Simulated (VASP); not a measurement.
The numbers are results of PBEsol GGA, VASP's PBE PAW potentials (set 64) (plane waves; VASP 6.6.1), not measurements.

Input for VASP

INCAR:
```
LCHARG=.FALSE.
PREC=Normal
SYSTEM=Al3Sc(111) slab
LMAXMIX=4   ! l cut-off of mixed one-centre charges
NELMIN=4
SIGMA=0.1
DIPOL=0.5 0.5 0.5
LASPH=.TRUE.   ! aspherical one-centre terms
GGA=PS   ! PBEsol
IDIPOL=3
ENCUT=400   ! plane-wave cut-off (eV)
EDIFF=1E-6
LWAVE=.FALSE.
LREAL=.FALSE.
ALGO=Normal
LVHAR=.TRUE.
LDIPOL=.TRUE.
ISMEAR=1
NELM=100
LORBIT=11   ! lm-projected
```

### POSCAR
```
Al3Sc(111) slab
1
    5.7577333934     0.0000000000     0.0000000000
   -2.8788666967     4.9863430750     0.0000000000
    0.0000000000     0.0000000000    24.2974554638
Sc Al
4 12
Direct
  0.0000000000   0.0000000000   0.3555578089
  0.3333330000   0.6666670000   0.4532958230
  0.6666670000   0.3333330000   0.5467041770
  0.0000000000   0.0000000000   0.6444421911
  0.5012685920   0.4987314080   0.3492179570
  0.5012685920   0.0025371840   0.3492179570
  0.9974628160   0.4987314080   0.3492179570
  0.8308058786   0.1691941214   0.4497145865
  0.8308058786   0.6616127571   0.4497145865
  0.3383872429   0.1691941214   0.4497145865
  0.1691941214   0.8308058786   0.5502854135
  0.1691941214   0.3383872429   0.5502854135
  0.6616127571   0.8308058786   0.5502854135
  0.4987314080   0.5012685920   0.6507820430
  0.4987314080   0.9974628160   0.6507820430
  0.0025371840   0.5012685920   0.6507820430
```

File KPOINTS:
```
kpoints
0
Gamma
 6 6 1
```

POTCAR, in this order: Sc_sv Al (PBE.64 set). Program: vasp_std. Read from the step before: WAVECAR.

What VASP printed:

**OSZICAR**
```
       N       E                     dE             d eps       ncg     rms          rms(c)
DAV:   1    -0.779987686284E+02   -0.77999E+02   -0.29999E-04   980   0.102E-01    0.242E-02
DAV:   2    -0.779987382153E+02    0.30413E-04   -0.69808E-04  1020   0.182E-01    0.253E-02
DAV:   3    -0.779987069034E+02    0.31312E-04   -0.12262E-04  1004   0.102E-01    0.427E-03
DAV:   4    -0.779987077428E+02   -0.83938E-06   -0.14585E-05   948   0.209E-02    0.374E-03
DAV:   5    -0.779987075254E+02    0.21734E-06   -0.72335E-07   532   0.116E-02
   1 F= -.77998708E+02 E0= -.77999460E+02  d E =0.225680E-02
```

OUTCAR:
```
------------------------ aborting loop because EDIFF is reached ----------------------------------------
  FORCE on cell =-STRESS in cart. coord.  units (eV):
  Direction    XX          YY          ZZ          XY          YZ          ZX
  --------------------------------------------------------------------------------------
  Total       -5.5883605     -5.5883598      0.0613763     -0.0000000      0.0000000      0.0000000
  in kB      -12.8351366    -12.8351350      0.1409669     -0.0000000      0.0000000      0.0000000
  external PRESSURE =      -8.5097683 kB  Pullay stress =       0.0000000 kB
  volume of cell :      697.58
      direct lattice vectors                 reciprocal lattice vectors
     5.757733393  0.000000000  0.000000000     0.173679455  0.100273887  0.000000000
    -2.878866697  4.986343075  0.000000000     0.000000000  0.200547773  0.000000000
     0.000000000  0.000000000 24.297455464     0.000000000  0.000000000  0.041156573
 POSITION                                       TOTAL-FORCE (eV/Angst)
 -----------------------------------------------------------------------------------
      0.00000      0.00000      8.63915         0.000000      0.000000     -0.013150
     -0.00000      3.32423     11.01394        -0.000000      0.000000      0.025227
      2.87887      1.66211     13.28352         0.000000     -0.000000     -0.025227
      0.00000      0.00000     15.65831        -0.000000      0.000000      0.013150
      1.45039      2.48685      8.48511        -0.000409      0.000236     -0.004053
      2.87887      0.01265      8.48511        -0.000000     -0.000472     -0.004053
      4.30734      2.48685      8.48511         0.000409      0.000236     -0.004053
      4.29647      0.84366     10.92692        -0.007325      0.004229     -0.006987
      2.87886      3.29903     10.92692        -0.000000     -0.008459     -0.006987
      1.46126      0.84366     10.92692         0.007325      0.004229     -0.006987
     -1.41760      4.14268     13.37054         0.007325     -0.004229      0.006987
      0.00000      1.68731     13.37054        -0.000000      0.008459      0.006987
      1.41761      4.14268     13.37054        -0.007325     -0.004229      0.006987
      1.42848      2.49950     15.81235         0.000409     -0.000236      0.004053
     -0.00000      4.97369     15.81235         0.000000      0.000472      0.004053
     -1.42848      2.49950     15.81235        -0.000409     -0.000236      0.004053
 -----------------------------------------------------------------------------------
    total drift:                                0.000000     -0.000000      0.000000
  FREE ENERGIE OF THE ION-ELECTRON SYSTEM (eV)
  ---------------------------------------------------
  free  energy   TOTEN  =       -77.9987075254 eV

  energy  without entropy=      -78.0009643302  energy(sigma->0) =      -77.99945979

 total charge

# of ion       s       p       d       tot
------------------------------------------
    1        2.196   6.139   1.190   9.526
    2        2.194   6.148   1.242   9.583
    3        2.194   6.148   1.242   9.583
    4        2.196   6.139   1.190   9.526
    5        0.444   0.335   0.000   0.779
    6        0.444   0.335   0.000   0.779
    7        0.444   0.335   0.000   0.779
    8        0.428   0.375   0.000   0.803
    9        0.428   0.375   0.000   0.803
   10        0.428   0.375   0.000   0.803
   11        0.428   0.375   0.000   0.803
   12        0.428   0.375   0.000   0.803
   13        0.428   0.375   0.000   0.803
   14        0.444   0.335   0.000   0.779
   15        0.444   0.335   0.000   0.779
   16        0.444   0.335   0.000   0.779
--------------------------------------------------
tot         14.009  28.835   4.865  47.708
```
(Selected blocks of OUTCAR.)

OUTCAR:
```
 val. band max:        0.1237339445   @ k =   0.3333   0.0000   0.0000

 cond. band min:       0.1936225936   @ k =   0.1667   0.0000   0.0000


 Fermi energy:         0.1308116782

 k-point     1 :       0.0000    0.0000    0.0000
  band No.  band energies     occupation
      1     -48.6453      2.00000
      2     -48.6452      2.00000
      3     -48.5842      2.00000
      4     -48.5818      2.00000
      5     -27.5522      2.00000
      6     -27.5522      2.00000
      7     -27.3985      2.00000
      8     -27.3985      2.00000
      9     -27.3850      2.00000
     10     -27.3850      2.00000
     11     -27.3715      2.00000
     12     -27.3621      2.00000
     13     -27.3621      2.00000
     14     -27.3614      2.00000
     15     -27.3614      2.00000
     16     -27.3586      2.00000
     17      -9.1754      2.00000
     18      -8.2165      2.00000
     19      -6.7943      2.00000
     20      -5.2800      2.00000
     21      -4.1245      2.00000
     22      -4.1245      2.00000
     23      -3.7656      2.00000
     24      -3.7656      2.00000
     25      -3.5275      2.00000
     26      -3.0780      2.00000
     27      -3.0571      2.00000
     28      -3.0571      2.00000
     29      -2.5428      2.00000
     30      -2.4086      2.00000
     31      -2.4086      2.00000
     32      -2.0420      2.00000
     33      -1.8238      2.00000
     34      -1.8238      2.00000
     35      -1.7362      2.00000
     36      -1.1198      2.00000
     37      -1.1198      2.00000
     38      -0.9752      2.00000
     39       0.1953      0.12182
     40       0.1953      0.12175
     41       0.2130      0.00934
     42       0.2130      0.00931
     43       0.8587     -0.00000
     44       0.9071     -0.00000
     45       0.9071     -0.00000
     46       1.0450     -0.00000
     47       1.0450     -0.00000
     48       1.8062     -0.00000
     49       2.0226     -0.00000

 k-point     2 :       0.1667    0.0000    0.0000
...
```

The cell is a thin slab with vacuum, built from Al3Sc (L1_2): (111) face.
